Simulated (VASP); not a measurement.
# ZnS (Wurtzite-2H): convergence with the k-mesh and plane-wave cutoff, part 2 of 3

Aim: find how far the k-mesh and plane-wave cutoff must be pushed for ZnS (Wurtzite-2H), and what that costs. The series runs use LDA. The start is a cell from a database of measured crystal structures.

VASP 6.6.1; LDA; plane waves and PAW (Zn, S).

So far. Step 6 (K-mesh: 6 6 3): Against the run before the energy moves by -2.57 meV an atom and the pressure by -0.03 GPa, after 13 cycles in 4 s.

The database entry behind the starting cell differs from later determinations by our own check (about 0.4 % short), so it need not match the best structure at ambient conditions.

### Step 7. K-mesh: 8 8 5

File INCAR:

```
SYSTEM = ZnS
PREC = Accurate
ENCUT = 400
EDIFF = 1E-06
NELM = 100
ISMEAR = -1
SIGMA = 0.05
LREAL = .FALSE.
ALGO = Normal
GGA = CA
NBANDS = 24
LORBIT = 11
LWAVE = .FALSE.
LCHARG = .FALSE.
KPAR = 4
ISIF = 2
```

File POSCAR:

```
ZnS
1.0
    3.8110000000      0.0000000000      0.0000000000
   -1.9055000000      3.3004228138      0.0000000000
    0.0000000000      0.0000000000      6.2340000000
Zn S
2 2
Direct
    0.3333333333      0.6666666667      0.0000000000
    0.6666666667      0.3333333333      0.5000000000
    0.3333333333      0.6666666667      0.3850000000
    0.6666666667      0.3333333333      0.8850000000
```

File KPOINTS:

```
Automatic mesh
0
Gamma
8 8 5
0 0 0
```

The projector-augmented-wave data sets are Zn and S (PBE family, release 64).

Launch:

```
$ mpirun -np 4 vasp_std
```

What it wrote:

```text
[... set-up lines as in an earlier step ...]
 entering main loop
       N       E                     dE             d eps       ncg     rms          rms(c)
DAV:   1     0.209522784426E+03    0.20952E+03   -0.14958E+04  1440   0.150E+03
DAV:   2     0.960464131306E+00   -0.20856E+03   -0.20219E+03  1576   0.322E+02
DAV:   3    -0.169143853753E+02   -0.17875E+02   -0.17790E+02  1792   0.101E+02
DAV:   4    -0.172583121813E+02   -0.34393E+00   -0.34375E+00  1688   0.148E+01
[...]
DAV:  11    -0.163889797329E+02   -0.26028E-04   -0.55082E-05  1968   0.752E-02    0.365E-02
DAV:  12    -0.163889779634E+02    0.17695E-05   -0.10462E-05  1792   0.735E-02    0.355E-03
DAV:  13    -0.163889781491E+02   -0.18572E-06   -0.87246E-07  1064   0.101E-02
   1 F= -.16388978E+02 E0= -.16388978E+02  d E =-.104323E-09
```

Run time: 7 s. Hardware: 4 MPI ranks of AMD EPYC 9R45, shared host; peak memory 0.58 GiB; 23 s of CPU time.

Parts of OUTCAR (step 7):

```text
  Total       -1.5919562     -1.5919562     -2.3649217      0.0000000     -0.0000000      0.0000000
  in kB      -32.5286754    -32.5286754    -48.3227915      0.0000000     -0.0000000      0.0000000
  external PRESSURE =     -37.7933808 kB  Pullay stress =       0.0000000 kB

 POSITION                                       TOTAL-FORCE (eV/Angst)
 -----------------------------------------------------------------------------------
     -0.00000      2.20028      0.00000        -0.000000      0.000000      0.300142
      1.90550      1.10014      3.11700         0.000000     -0.000000      0.300142
     -0.00000      2.20028      2.40009         0.000000     -0.000000     -0.300142
      1.90550      1.10014      5.51709        -0.000000      0.000000     -0.300142
 -----------------------------------------------------------------------------------
    total drift:                               -0.000000     -0.000000      0.000621

  FREE ENERGIE OF THE ION-ELECTRON SYSTEM (eV)
  ---------------------------------------------------
  free  energy   TOTEN  =       -16.3889781491 eV

  energy  without entropy=      -16.3889781490  energy(sigma->0) =      -16.38897815

[... 1 part as in an earlier step ...]

[... 2 further parts left out ...]
[key lines of the parts left out:]
E-fermi :   2.8751
```

Against the run before the energy moves by -1.42 meV an atom and the pressure by -0.02 GPa, after 13 cycles in 7 s.

### Step 8. K-mesh: 10 10 6

INCAR is that of step 7.

POSCAR is that of step 7.

File KPOINTS:

```
Automatic mesh
0
Gamma
10 10 6
0 0 0
```

Launch:

```
$ mpirun -np 4 vasp_std
```

What it wrote:

```text
[... set-up lines as in an earlier step ...]
 entering main loop
       N       E                     dE             d eps       ncg     rms          rms(c)
DAV:   1     0.208866550974E+03    0.20887E+03   -0.14963E+04  2688   0.152E+03
DAV:   2     0.128438363237E+01   -0.20758E+03   -0.20089E+03  2912   0.322E+02
DAV:   3    -0.169119999415E+02   -0.18196E+02   -0.18107E+02  3360   0.102E+02
DAV:   4    -0.172585426130E+02   -0.34654E+00   -0.34636E+00  3192   0.147E+01
[...]
DAV:  11    -0.163893744781E+02   -0.26307E-04   -0.54576E-05  3680   0.793E-02    0.357E-02
DAV:  12    -0.163893725700E+02    0.19081E-05   -0.11813E-05  3368   0.781E-02    0.349E-03
DAV:  13    -0.163893727667E+02   -0.19673E-06   -0.95654E-07  2056   0.101E-02
   1 F= -.16389373E+02 E0= -.16389373E+02  d E =-.827532E-10
```

Wall time 12 s (4 MPI ranks); peak memory 0.66 GiB; 40 s of CPU time.

OUTCAR, selected parts (step 8):

```text
  Total       -1.5934338     -1.5934338     -2.3635762      0.0000000      0.0000000     -0.0000000
  in kB      -32.5588670    -32.5588670    -48.2952997      0.0000000      0.0000000     -0.0000000
  external PRESSURE =     -37.8043446 kB  Pullay stress =       0.0000000 kB

 POSITION                                       TOTAL-FORCE (eV/Angst)
 -----------------------------------------------------------------------------------
     -0.00000      2.20028      0.00000        -0.000000     -0.000000      0.300032
      1.90550      1.10014      3.11700         0.000000     -0.000000      0.300032
     -0.00000      2.20028      2.40009        -0.000000      0.000000     -0.300032
      1.90550      1.10014      5.51709        -0.000000      0.000000     -0.300032
 -----------------------------------------------------------------------------------
    total drift:                               -0.000000     -0.000000      0.000481

  FREE ENERGIE OF THE ION-ELECTRON SYSTEM (eV)
  ---------------------------------------------------
  free  energy   TOTEN  =       -16.3893727667 eV

  energy  without entropy=      -16.3893727667  energy(sigma->0) =      -16.38937277

[... 1 part as in an earlier step ...]

[... 2 further parts left out ...]
[key lines of the parts left out:]
E-fermi :   2.8752
```

Against the run before the energy moves by -0.10 meV an atom while the pressure stays within 0.01 GPa, after 13 cycles in 12 s.

### Step 9. K-mesh: 12 12 7

INCAR is that of step 8.

POSCAR is that of step 8.

File KPOINTS:

```
Automatic mesh
0
Gamma
12 12 7
0 0 0
```

Launch:

```
$ mpirun -np 4 vasp_std
```

What it wrote:

```text
[... set-up lines as in an earlier step ...]
 entering main loop
       N       E                     dE             d eps       ncg     rms          rms(c)
DAV:   1     0.208971157861E+03    0.20897E+03   -0.14868E+04  3648   0.151E+03
DAV:   2     0.164267844394E+01   -0.20733E+03   -0.20105E+03  3912   0.324E+02
DAV:   3    -0.169024127730E+02   -0.18545E+02   -0.18457E+02  4536   0.103E+02
DAV:   4    -0.172585359128E+02   -0.35612E+00   -0.35589E+00  4376   0.149E+01
[...]
DAV:  11    -0.163894462725E+02   -0.25916E-04   -0.53841E-05  4992   0.769E-02    0.341E-02
DAV:  12    -0.163894444866E+02    0.17858E-05   -0.11121E-05  4560   0.761E-02    0.333E-03
DAV:  13    -0.163894446793E+02   -0.19262E-06   -0.91175E-07  2712   0.101E-02
   1 F= -.16389445E+02 E0= -.16389445E+02  d E =-.314585E-10
```

It took 16 s on 4 MPI ranks; peak memory 0.72 GiB.

From OUTCAR (step 9):

```text
  Total       -1.5932359     -1.5932359     -2.3632211      0.0000000      0.0000000      0.0000000
  in kB      -32.5548237    -32.5548237    -48.2880432      0.0000000      0.0000000      0.0000000
  external PRESSURE =     -37.7992302 kB  Pullay stress =       0.0000000 kB

 POSITION                                       TOTAL-FORCE (eV/Angst)
 -----------------------------------------------------------------------------------
     -0.00000      2.20028      0.00000         0.000000      0.000000      0.300000
      1.90550      1.10014      3.11700        -0.000000     -0.000000      0.300000
     -0.00000      2.20028      2.40009        -0.000000      0.000000     -0.300000
      1.90550      1.10014      5.51709         0.000000     -0.000000     -0.300000
 -----------------------------------------------------------------------------------
    total drift:                               -0.000000     -0.000000      0.000503

  FREE ENERGIE OF THE ION-ELECTRON SYSTEM (eV)
  ---------------------------------------------------
  free  energy   TOTEN  =       -16.3894446793 eV

  energy  without entropy=      -16.3894446792  energy(sigma->0) =      -16.38944468

[... 1 part as in an earlier step ...]

[... 2 further parts left out ...]
[key lines of the parts left out:]
E-fermi :   2.9263
```

Against the run before the energy moves by -0.02 meV an atom while the pressure stays within 0.01 GPa, after 13 cycles in 16 s.

### Step 10. The k-mesh series as a table

This step: convergence of LDA results with the mesh; plane waves and PAW (VASP 6.6.1).

No new run; the numbers come from the runs before.

Differences are taken from the run with 12 12 7. Results of the series, by row:

```tsv
setting	status	energy less the reference (meV/atom)	pressure (GPa)	largest force difference (meV/Å)	gap (eV)	SCF cycles	wall time (s)
2 2 1	converged	273.7	-2.278	73.62	1.951	14	1.2
3 3 2	converged	62.97	-3.151	52.27	1.994	13	1.8
4 4 2	converged	13.91	-3.663	15.73	2.008	13	2.8
5 5 3	converged	4.102	-3.731	4.369	2.011	13	3.4
6 6 3	converged	1.535	-3.762	1.273	2.013	13	4
8 8 5	converged	0.1166	-3.779	0.142	2.014	13	7
10 10 6	converged	0.01798	-3.78	0.032	2.014	13	11.8
12 12 7	converged	0	-3.78	0	2.014	13	15.6
```

### Step 11. Plane-wave cutoff: ENCUT = 170

This step: LDA; plane waves and PAW (Zn, S) (VASP 6.6.1).

The basis grows with ENCUT, and energy and stress both move with it.

INCAR, as its differences from that of step 9:

```diff
@@ -2,3 +2,3 @@
 PREC = Accurate
-ENCUT = 400
+ENCUT = 170
 EDIFF = 1E-06
```

POSCAR is that of step 9.

File KPOINTS:

```
Automatic mesh
0
Gamma
7 7 4
0 0 0
```

Launch:

```
$ mpirun -np 4 vasp_std
```

What it wrote:

```text
[... set-up lines as in an earlier step ...]
 entering main loop
       N       E                     dE             d eps       ncg     rms          rms(c)
DAV:   1     0.109558204074E+03    0.10956E+03   -0.95271E+03  1168   0.678E+02
DAV:   2    -0.961115453655E+01   -0.11917E+03   -0.11682E+03  1376   0.188E+02
DAV:   3    -0.144301880971E+02   -0.48190E+01   -0.48114E+01  1352   0.404E+01
DAV:   4    -0.144645781819E+02   -0.34390E-01   -0.34387E-01  1408   0.354E+00
DAV:   5    -0.144649337431E+02   -0.35556E-03   -0.35555E-03  1368   0.333E-01    0.198E+01
DAV:   6    -0.116750012156E+02    0.27899E+01   -0.10754E+01  1192   0.641E+01    0.115E+01
DAV:   7    -0.118639202527E+02   -0.18892E+00   -0.27593E+00  1168   0.818E+00    0.575E+00
DAV:   8    -0.118253849708E+02    0.38535E-01   -0.21943E-01  1256   0.496E+00    0.135E+00
DAV:   9    -0.118257465644E+02   -0.36159E-03   -0.23146E-02  1432   0.136E+00    0.562E-01
DAV:  10    -0.118261520152E+02   -0.40545E-03   -0.13839E-03  1296   0.380E-01    0.277E-01
DAV:  11    -0.118258757541E+02    0.27626E-03   -0.13607E-03  1352   0.444E-01    0.872E-03
DAV:  12    -0.118258891187E+02   -0.13365E-04   -0.13698E-04  1344   0.737E-02    0.257E-02
DAV:  13    -0.118258871192E+02    0.19995E-05   -0.58893E-06  1392   0.228E-02    0.115E-02
DAV:  14    -0.118258860855E+02    0.10337E-05   -0.35740E-06  1080   0.196E-02    0.343E-03
DAV:  15    -0.118258861238E+02   -0.38364E-07   -0.62723E-07   696   0.631E-03
   1 F= -.11825886E+02 E0= -.11825886E+02  d E =-.190996E-09
```

Elapsed: 1.8 s, on 4 MPI ranks; peak memory 0.37 GiB; 4.8 s of CPU time.

OUTCAR, selected parts (step 11):

```text
   k-points           NKPTS =     24   k-points in BZ     NKDIM =     24   number of bands    NBANDS=     24

   ENCUT  =  170.0 eV  12.49 Ry    3.53 a.u.   4.05  4.05  6.63*2*pi/ulx,y,z

   NELECT =      36.0000    total number of electrons

 E-fermi :   2.8594

 k-point     1 :       0.0000    0.0000    0.0000
  band No.  band energies     occupation
    ...
     14       0.9798      2.00000
     15       0.9798      2.00000
     16       1.8458      2.00000
     17       1.8458      2.00000
     18       1.9117      2.00000
     19       3.7941      0.00000
     20       4.6100      0.00000
     21       8.1100      0.00000
     22       8.1100      0.00000
     23       8.4592      0.00000
    ...

  Total      -56.5469459    -56.5469459    -57.6067360      0.0000000      0.0000000      0.0000000
  in kB    -1155.4320466  -1155.4320465  -1177.0868928      0.0000000      0.0000000      0.0000000
  external PRESSURE =   -1162.6503286 kB  Pullay stress =       0.0000000 kB

 POSITION                                       TOTAL-FORCE (eV/Angst)
 -----------------------------------------------------------------------------------
     -0.00000      2.20028      0.00000         0.000000     -0.000000      0.352263
      1.90550      1.10014      3.11700         0.000000      0.000000      0.352263
     -0.00000      2.20028      2.40009        -0.000000      0.000000     -0.352263
      1.90550      1.10014      5.51709         0.000000      0.000000     -0.352263
 -----------------------------------------------------------------------------------
    total drift:                                0.000020      0.000035     -0.001851

  FREE ENERGIE OF THE ION-ELECTRON SYSTEM (eV)
  ---------------------------------------------------
  free  energy   TOTEN  =       -11.8258861238 eV

  energy  without entropy=      -11.8258861236  energy(sigma->0) =      -11.82588612

[... 4 parts as in an earlier step ...]

[... 11 further parts left out ...]
```

Numbers from this step:

* SCF cycles: 15
* irreducible k-points: 24
* free energy (TOTEN): -11.83 eV
* Fermi energy: 2.859 eV
* pressure: -116.3 GPa
* gap on the k-mesh: 1.882 eV
* least direct gap on the k-mesh: 1.882 eV

The series starts at -2.9565 eV an atom and -116.27 GPa, after 15 cycles in 1.8 s.

### Step 12. Plane-wave cutoff: ENCUT = 210

INCAR, as its differences from that of step 11:

```diff
@@ -2,3 +2,3 @@
 PREC = Accurate
-ENCUT = 170
+ENCUT = 210
 EDIFF = 1E-06
```

POSCAR is that of step 11.

KPOINTS is that of step 11.

Launch:

```
$ mpirun -np 4 vasp_std
```

What it wrote:

```text
[... set-up lines as in an earlier step ...]
 entering main loop
       N       E                     dE             d eps       ncg     rms          rms(c)
DAV:   1     0.135689162952E+03    0.13569E+03   -0.10634E+04  1160   0.863E+02
DAV:   2    -0.863346100334E+01   -0.14432E+03   -0.14107E+03  1352   0.225E+02
DAV:   3    -0.169683348262E+02   -0.83349E+01   -0.83152E+01  1400   0.588E+01
DAV:   4    -0.170502955845E+02   -0.81961E-01   -0.81951E-01  1352   0.588E+00
[...]
DAV:  12    -0.159773340133E+02    0.13464E-04   -0.35599E-05  1504   0.713E-02    0.268E-02
DAV:  13    -0.159773322235E+02    0.17899E-05   -0.71135E-06  1416   0.175E-02    0.169E-02
DAV:  14    -0.159773313615E+02    0.86194E-06   -0.15760E-06   720   0.148E-02
   1 F= -.15977331E+02 E0= -.15977331E+02  d E =-.511254E-10
```

Wall time 2.4 s (4 MPI ranks); peak memory 0.4 GiB.

Parts of OUTCAR (step 12):

```text
  Total      -13.5798985    -13.5798985    -14.5896743      0.0000000      0.0000000      0.0000000
  in kB     -277.4800600   -277.4800600   -298.1129564      0.0000000      0.0000000      0.0000000
  external PRESSURE =    -284.3576921 kB  Pullay stress =       0.0000000 kB

 POSITION                                       TOTAL-FORCE (eV/Angst)
 -----------------------------------------------------------------------------------
     -0.00000      2.20028      0.00000        -0.000000     -0.000000      0.308056
      1.90550      1.10014      3.11700         0.000000      0.000000      0.308056
     -0.00000      2.20028      2.40009        -0.000000      0.000000     -0.308056
      1.90550      1.10014      5.51709         0.000000     -0.000000     -0.308056
 -----------------------------------------------------------------------------------
    total drift:                                0.000001      0.000003      0.001246

  FREE ENERGIE OF THE ION-ELECTRON SYSTEM (eV)
  ---------------------------------------------------
  free  energy   TOTEN  =       -15.9773313615 eV

  energy  without entropy=      -15.9773313615  energy(sigma->0) =      -15.97733136

[... 1 part as in an earlier step ...]

[... 2 further parts left out ...]
[key lines of the parts left out:]
E-fermi :   2.9007
```

Against the run before the energy moves by -1037.86 meV an atom and the pressure by +87.83 GPa, after 14 cycles in 2.4 s.

### Step 13. Plane-wave cutoff: ENCUT = 250

INCAR, as its differences from that of step 12:

```diff
@@ -2,3 +2,3 @@
 PREC = Accurate
-ENCUT = 210
+ENCUT = 250
 EDIFF = 1E-06
```

POSCAR is that of step 12.

KPOINTS is that of step 12.

Launch:

```
$ mpirun -np 4 vasp_std
```

What it wrote:

```text
[... set-up lines as in an earlier step ...]
 entering main loop
       N       E                     dE             d eps       ncg     rms          rms(c)
DAV:   1     0.160770396961E+03    0.16077E+03   -0.11503E+04  1160   0.104E+03
DAV:   2    -0.516164245767E+01   -0.16593E+03   -0.16095E+03  1296   0.254E+02
DAV:   3    -0.170586956338E+02   -0.11897E+02   -0.11860E+02  1432   0.748E+01
DAV:   4    -0.172132856249E+02   -0.15459E+00   -0.15456E+00  1336   0.887E+00
[...]
DAV:  11    -0.163266879858E+02   -0.35413E-04   -0.54541E-05  1600   0.110E-01    0.423E-02
DAV:  12    -0.163266828383E+02    0.51475E-05   -0.21519E-05  1496   0.797E-02    0.106E-02
DAV:  13    -0.163266827627E+02    0.75597E-07   -0.32731E-06  1344   0.951E-03
   1 F= -.16326683E+02 E0= -.16326683E+02  d E =-.121702E-09
```

Elapsed: 2.6 s, on 4 MPI ranks; peak memory 0.39 GiB.

Parts of OUTCAR (step 13):

```text
  Total       -3.5916666     -3.5916666     -4.4043241      0.0000000     -0.0000000      0.0000000
  in kB      -73.3890500    -73.3890500    -89.9942006      0.0000000     -0.0000000      0.0000000
  external PRESSURE =     -78.9241002 kB  Pullay stress =       0.0000000 kB

 POSITION                                       TOTAL-FORCE (eV/Angst)
 -----------------------------------------------------------------------------------
     -0.00000      2.20028      0.00000         0.000000      0.000000      0.298909
      1.90550      1.10014      3.11700        -0.000000      0.000000      0.298909
     -0.00000      2.20028      2.40009        -0.000000      0.000000     -0.298909
      1.90550      1.10014      5.51709         0.000000      0.000000     -0.298909
 -----------------------------------------------------------------------------------
    total drift:                               -0.000003     -0.000006      0.001492

  FREE ENERGIE OF THE ION-ELECTRON SYSTEM (eV)
  ---------------------------------------------------
  free  energy   TOTEN  =       -16.3266827627 eV

  energy  without entropy=      -16.3266827626  energy(sigma->0) =      -16.32668276

[... 1 part as in an earlier step ...]

[... 2 further parts left out ...]
[key lines of the parts left out:]
E-fermi :   2.8835
```

Against the run before the energy moves by -87.34 meV an atom and the pressure by +20.54 GPa, after 13 cycles in 2.6 s.

### Step 14. Plane-wave cutoff: ENCUT = 280

INCAR, as its differences from that of step 13:

```diff
@@ -2,3 +2,3 @@
 PREC = Accurate
-ENCUT = 250
+ENCUT = 280
 EDIFF = 1E-06
```

POSCAR is that of step 13.

KPOINTS is that of step 13.

Launch:

```
$ mpirun -np 4 vasp_std
```

What it wrote:

```text
[... set-up lines as in an earlier step ...]
 entering main loop
       N       E                     dE             d eps       ncg     rms          rms(c)
DAV:   1     0.173014141123E+03    0.17301E+03   -0.12228E+04  1152   0.115E+03
DAV:   2    -0.337312059377E+01   -0.17639E+03   -0.17085E+03  1296   0.274E+02
DAV:   3    -0.170174981702E+02   -0.13644E+02   -0.13591E+02  1432   0.833E+01
DAV:   4    -0.172230529132E+02   -0.20555E+00   -0.20549E+00  1328   0.106E+01
[...]
DAV:  11    -0.163572753982E+02   -0.24230E-04   -0.45317E-05  1520   0.676E-02    0.368E-02
DAV:  12    -0.163572739103E+02    0.14879E-05   -0.95952E-06  1440   0.645E-02    0.399E-03
DAV:  13    -0.163572740799E+02   -0.16958E-06   -0.65569E-07   832   0.926E-03
   1 F= -.16357274E+02 E0= -.16357274E+02  d E =-.766116E-10
```

Elapsed: 3.8 s, on 4 MPI ranks; peak memory 0.45 GiB; 12 s of CPU time.

OUTCAR, selected parts (step 14):

```text
  Total       -1.8864339     -1.8864339     -2.6773500      0.0000000      0.0000000      0.0000000
  in kB      -38.5457818    -38.5457818    -54.7066847      0.0000000      0.0000000      0.0000000
  external PRESSURE =     -43.9327494 kB  Pullay stress =       0.0000000 kB

 POSITION                                       TOTAL-FORCE (eV/Angst)
 -----------------------------------------------------------------------------------
     -0.00000      2.20028      0.00000        -0.000000     -0.000000      0.297461
      1.90550      1.10014      3.11700         0.000000     -0.000000      0.297461
     -0.00000      2.20028      2.40009        -0.000000     -0.000000     -0.297461
      1.90550      1.10014      5.51709         0.000000      0.000000     -0.297461
 -----------------------------------------------------------------------------------
    total drift:                                0.000000      0.000001     -0.000429

  FREE ENERGIE OF THE ION-ELECTRON SYSTEM (eV)
  ---------------------------------------------------
  free  energy   TOTEN  =       -16.3572740799 eV

  energy  without entropy=      -16.3572740798  energy(sigma->0) =      -16.35727408

[... 1 part as in an earlier step ...]

[... 2 further parts left out ...]
[key lines of the parts left out:]
E-fermi :   2.9634
```

Against the run before the energy moves by -7.65 meV an atom and the pressure by +3.50 GPa, after 13 cycles in 3.8 s.

(Continued in part 3 of 3.)

[Lines on the potential files, build, host, timing and source positions are cut from VASP's logs without a mark.]

[Logs are printed without paths, hosts, clocks, repeated set-up lines and the standing remarks that a program may print on its own settings, such as how far it seeks lower states.]

[Hosts, paths, dates, database ids (printed as entryN), source tags and the programs' standing remarks are cut or masked in the printed files.]

[A measured line is paired with the nearest computed mode of its activity, which favours agreement.]
